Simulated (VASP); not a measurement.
Set up this calculation in VASP 6.6.1, as the native input.

```yaml
Task: relaxation of cell and atoms
Functional: PBE
Potentials_or_basis: VASP PAW PBE potentials, release 64 (Sb, Te, O)
Cutoff: 520 eV
k_mesh: 3 × 3 × 2
Occupations: gaussian, width 0.15 eV
Spin: no spin polarisation
Further_INCAR_settings: PREC = Normal; ALGO = Fast; EDIFF = 0.0001; IBRION = 2; EDIFFG = -0.08; NSW = 24; ISIF = 3
```

The structure of Sb2Te4O lies in POSCAR:

```
Sb2Te4O
1.0
    5.8753301500      0.0000000000      0.0000000000
   -2.9376650800      5.0881851700      0.0000000000
    0.0000000000      0.0000000000      8.3558881500
Sb Te O
2 4 1
Direct
    0.0000000000      0.0000000000      0.7403787100
    0.0000000000      0.0000000000      0.2596212900
    0.3333333300      0.6666666700      0.1360905900
    0.3333333300      0.6666666700      0.8639094100
    0.6666666700      0.3333333300      0.8639094100
    0.6666666700      0.3333333300      0.1360905900
    0.0000000000      0.0000000000      0.0000000000
```

The cell was built by a generator and needn't be a form met in nature.

The input as run:

INCAR

```
SYSTEM = Sb2Te4O
  ALGO = Fast
  EDIFF = 1E-4
  EDIFFG = -0.08
  ENCUT = 520
  GGA = PE
  IBRION = 2
  ISIF = 3
  ISMEAR = 0
  LASPH = .True.
  LCHARG = .False.
  LREAL = .False.
  LWAVE = .False.
  NELM = 60
  NSW = 24
  PREC = Normal
  SIGMA = 0.15
```

KPOINTS

```
k-points
0
Gamma
  3 3 2
  0 0 0
```

Potentials or basis: VASP PAW PBE potentials, release 64 (Sb, Te, O).

Run with:

```sh
$ cat potpaw_PBE.64/Sb/POTCAR potpaw_PBE.64/Te/POTCAR potpaw_PBE.64/O/POTCAR > POTCAR
$ mpirun -np 1 vasp_std > vasp.out
```

Results of the run:

| Quantity | Value |
| --- | --- |
| Relaxed volume | 33.30 Å³/atom |
| Relaxed cell | a = 5.628 Å, b = 5.628 Å, c = 8.499 Å, α = 90.00°, β = 90.00°, γ = 120.00° |
| Space group after relaxing (to 0.05 Å) | P6/mmm (No. 191) |
| Energy gained by relaxing | 634.5 meV/atom |
| Ionic steps | 22 |
| Pressure after relaxing | 0.0 GPa |
| Largest force after relaxing | 0.061 eV/Å |
| Band gap on the k mesh | none (metal or under the smearing width) |

Caveat: the k mesh is coarse (spacing up to 0.41 Å⁻¹), so the values aren't converged; this functional lacks dispersion, which binds the layers, so the pressure and a relaxed spacing across them are unreliable; the relaxation stopped at a loose force limit of 0.08 eV/Å, so its end isn't a converged minimum.

It took 4.6 min on 1 thread of Intel(R) Xeon(R) Platinum 8375C CPU @ 2.90GHz (Ice Lake) (shared host), peak memory 0.26 GiB.
